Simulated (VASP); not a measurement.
OSZICAR of a VASP run on PbF$_{2}$ (fluorite):

**OSZICAR**
```
       N       E                     dE             d eps       ncg     rms          rms(c)
DAV:   1     0.308162010122E+03    0.30816E+03   -0.15098E+04  2456   0.178E+03
DAV:   2     0.119693307578E+02   -0.29619E+03   -0.28481E+03  2836   0.459E+02
DAV:   3    -0.146878361082E+02   -0.26657E+02   -0.26409E+02  2824   0.155E+02
DAV:   4    -0.154792794461E+02   -0.79144E+00   -0.79040E+00  2650   0.275E+01
DAV:   5    -0.155055760017E+02   -0.26297E-01   -0.26295E-01  2852   0.515E+00    0.826E+00
DAV:   6    -0.134598875165E+02    0.20457E+01   -0.10662E+01  3098   0.272E+01    0.272E+00
DAV:   7    -0.134769743298E+02   -0.17087E-01   -0.46736E-01  2470   0.468E+00    0.162E+00
DAV:   8    -0.134951791860E+02   -0.18205E-01   -0.11879E-01  2456   0.436E+00    0.516E-01
DAV:   9    -0.134928658943E+02    0.23133E-02   -0.21397E-02  2832   0.118E+00    0.113E-01
DAV:  10    -0.134948145434E+02   -0.19486E-02   -0.24111E-03  2448   0.474E-01    0.306E-02
DAV:  11    -0.134948198413E+02   -0.52979E-05   -0.12079E-04  2598   0.110E-01    0.115E-02
DAV:  12    -0.134948310153E+02   -0.11174E-04   -0.27638E-05  2504   0.592E-02    0.544E-03
DAV:  13    -0.134948306146E+02    0.40072E-06   -0.37907E-06  1996   0.258E-02
   1 F= -.13494831E+02 E0= -.13494831E+02  d E =-.141833E-15
```

Task: Which electronic solver shows in the log?

Result: It is blocked Davidson (ALGO = Normal, or the opening steps of other solvers). The INCAR had ALGO = Normal.

Task: Can the final energy be trusted as converged?

Result: The calculation finished and met its thresholds. It stopped with EDIFF = 1E-6, NELM = 100 (RPBE GGA, plane waves, VASP's PBE PAW potentials (set 64)).

The compound is PbF2 in the fluorite structure, the β form. The cell was not relaxed at this level, atoms are displaced from their ideal sites. The run is one of a series of settings (GGA = RP against the base run), some of them coarse on purpose.
